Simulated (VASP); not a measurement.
These are AM05 GGA, VASP's PBE PAW potentials (set 64) (plane waves; VASP) values and carry that method's errors.

Input for VASP

**POSCAR**
```
CuZn
1
    2.9106130981     0.0000000000     0.0000000000
    0.0000000000     2.9106130981     0.0000000000
    0.0000000000     0.0000000000     2.9106130981
Zn Cu
1 1
Direct
  0.5000000000   0.5000000000   0.5000000000
  0.0000000000   0.0000000000   0.0000000000
```

### KPOINTS
```
Automatic mesh
0
Gamma
14 14 14
0 0 0
```

INCAR:
```
ISMEAR  =  -5   # tetrahedra, Bloechl
LASPH  =  T   # aspherical one-centre terms
NELM  =  100
LREAL  =  F   # projection in real space or not
ALGO  =  Normal
ISIF  =  2   # forces and stress, cell fixed
LORBIT  =  11
EDIFF  =  1E-7   # SCF stop (eV)
ENCUT  =  520   # plane-wave cut-off (eV)
SYSTEM  =  CuZn
NEDOS  =  601   # DOS grid
PREC  =  Accurate
LCHARG  =  T
LWAVE  =  F
GGA  =  AM   # AM05
LMAXMIX  =  4   # l cut-off of mixed one-centre charges
```

POTCAR, in this order: Zn Cu (PBE.64 set). Program: vasp_std.

Output of the run:

**OUTCAR**
```
 ion  position               nearest neighbor table
   1  0.500  0.500  0.500-   2 2.52   2 2.52   2 2.52   2 2.52   2 2.52   2 2.52   2 2.52   2 2.52
  LATTYP: Found a simple cubic cell.
 ALAT       =     2.9106130981
 Subroutine PRICEL returns:
 Original cell was already a primitive cell.
 Subroutine GETGRP returns: Found 48 space group operations
The static configuration has the point symmetry O_h .
The dynamic configuration has the point symmetry O_h .
 Subroutine INISYM returns: Found 48 space group operations
 Subroutine IBZKPT returns following result:
 Found    120 irreducible k-points:

 Following reciprocal coordinates:
            Coordinates               Weight
  0.000000  0.000000  0.000000      1.000000
  0.071429  0.000000  0.000000      6.000000
  0.142857  0.000000  0.000000      6.000000
  0.214286  0.000000  0.000000      6.000000
  0.285714  0.000000  0.000000      6.000000
  0.357143  0.000000  0.000000      6.000000
  0.428571  0.000000  0.000000      6.000000
  0.500000  0.000000  0.000000      3.000000
  0.071429  0.071429  0.000000     12.000000
  0.142857  0.071429  0.000000     24.000000
...
```

File OSZICAR:
```
       N       E                     dE             d eps       ncg     rms          rms(c)
DAV:   1     0.109778198131E+03    0.10978E+03   -0.11644E+04  3736   0.256E+03
DAV:   2    -0.401402525451E+01   -0.11379E+03   -0.11120E+03  3614   0.330E+02
DAV:   3    -0.690656071299E+01   -0.28925E+01   -0.28854E+01  4469   0.714E+01
DAV:   4    -0.692464336196E+01   -0.18083E-01   -0.18081E-01  4195   0.500E+00
DAV:   5    -0.692489286833E+01   -0.24951E-03   -0.24952E-03  4732   0.613E-01    0.103E+01
DAV:   6    -0.668660962281E+01    0.23828E+00   -0.19467E+01  3962   0.119E+02    0.632E+00
DAV:   7    -0.565648533365E+01    0.10301E+01   -0.42925E+00  3900   0.121E+02    0.243E+00
DAV:   8    -0.566001392414E+01   -0.35286E-02   -0.22876E-01  4825   0.673E+00    0.138E+00
DAV:   9    -0.564921505242E+01    0.10799E-01   -0.20521E-02  4450   0.379E+00    0.669E-02
DAV:  10    -0.564920708994E+01    0.79625E-05   -0.53953E-04  4307   0.296E-01    0.272E-02
DAV:  11    -0.564921110594E+01   -0.40160E-05   -0.71388E-06  5284   0.471E-02    0.112E-02
DAV:  12    -0.564921150269E+01   -0.39675E-06   -0.96200E-07  5032   0.252E-02    0.700E-04
DAV:  13    -0.564921158263E+01   -0.79940E-07   -0.60299E-08  2558   0.610E-03
   1 F= -.56492116E+01 E0= -.56492116E+01  d E =0.000000E+00
```

**OUTCAR**
```
------------------------ aborting loop because EDIFF is reached ----------------------------------------
  FORCE on cell =-STRESS in cart. coord.  units (eV):
  Direction    XX          YY          ZZ          XY          YZ          ZX
  --------------------------------------------------------------------------------------
  Total        0.0133123      0.0133123      0.0133123     -0.0000000      0.0000000     -0.0000000
  in kB        0.8649895      0.8649895      0.8649895     -0.0000000      0.0000000     -0.0000000
  external PRESSURE =       0.8649895 kB  Pullay stress =       0.0000000 kB
  volume of cell :       24.66
      direct lattice vectors                 reciprocal lattice vectors
     2.910613098  0.000000000  0.000000000     0.343570226  0.000000000  0.000000000
     0.000000000  2.910613098  0.000000000     0.000000000  0.343570226  0.000000000
     0.000000000  0.000000000  2.910613098     0.000000000  0.000000000  0.343570226
 POSITION                                       TOTAL-FORCE (eV/Angst)
 -----------------------------------------------------------------------------------
      1.45531      1.45531      1.45531         0.000000      0.000000      0.000000
      0.00000      0.00000      0.00000         0.000000      0.000000      0.000000
 -----------------------------------------------------------------------------------
    total drift:                                0.000000      0.000000     -0.000000
  FREE ENERGIE OF THE ION-ELECTRON SYSTEM (eV)
  ---------------------------------------------------
  free  energy   TOTEN  =        -5.6492115826 eV

  energy  without entropy=       -5.6492115826  energy(sigma->0) =       -5.64921158

 total charge

# of ion       s       p       d       tot
------------------------------------------
    1        0.586   0.554   9.740  10.880
    2        0.436   0.408   9.177  10.021
--------------------------------------------------
tot          1.022   0.962  18.917  20.901
```
(Selected blocks of OUTCAR.)

For a metal the tetrahedron method with Blöchl corrections gives inexact stress and forces.

The compound is CuZn in the CsCl type structure. It was relaxed first. The electron count is odd and the run is not spin-polarised, which forces a metal.
